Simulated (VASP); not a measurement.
Here is the system:

```xyz
4
Lattice="1.2145 -2.1036 0.0000 1.2145 2.1036 0.0000 0.0000 0.0000 5.8088" Properties=species:S:1:pos:R:3 pbc="T T T"
C      0.0000     0.0000     1.4522
C      0.0000     0.0000     4.3566
C      1.2145     0.7012     1.4522
C      1.2145    -0.7012     4.3566
```

Computed with LDA (Ceperley-Alder, Perdew-Zunger), VASP's LDA PAW potentials (set 64) (plane waves; VASP). Settings: 620 eV cut-off, 10×10×4 Γ-centred mesh, Gaussian smearing of 0.050 eV, potentials C.

Energy and stress use the plane-wave basis of the starting cell.

Problem. The ions, cell shape and volume at an external pressure of 20.0 GPa are relaxed. What does this cell relax into?

Solution. 
```xyz
4
Lattice="1.2071 -2.0908 0.0000 1.2071 2.0908 0.0000 0.0000 0.0000 5.4689" Properties=species:S:1:pos:R:3 pbc="T T T"
C      1.2071     2.0908     1.3672
C      1.2071    -2.0908     4.1016
C      1.2071     0.6969     1.3672
C      1.2071    -0.6969     4.1016
```
Space group P6_3/mmc (194), at a tolerance of 0.03 Å.

Problem. How do energy and volume change from the first to the last step?

Solution. The energy (σ→0) changes by +46.8 meV/atom and the volume by -7.0 %, in 6 ionic steps.

| step | E(σ→0) (eV) | max force (eV/Å) | pressure (GPa) | volume (Å³) |
|---|---|---|---|---|
| 1 | -40.3504 | 0.000 | 9.77 | 29.68 |
| 2 | -40.0631 | 0.000 | 38.11 | 27.69 |
| 3 | -40.2785 | 0.000 | 19.93 | 28.90 |
| 4 | -40.2329 | 0.000 | 19.92 | 28.26 |
| 5 | -40.1763 | 0.000 | 20.14 | 27.71 |
| 6 | -40.1633 | 0.000 | 20.20 | 27.61 |

The compound is C in the graphite structure. This run relaxes it under an external pressure of 20 GPa. Symmetry was kept, so distortions that lower it aren't found.
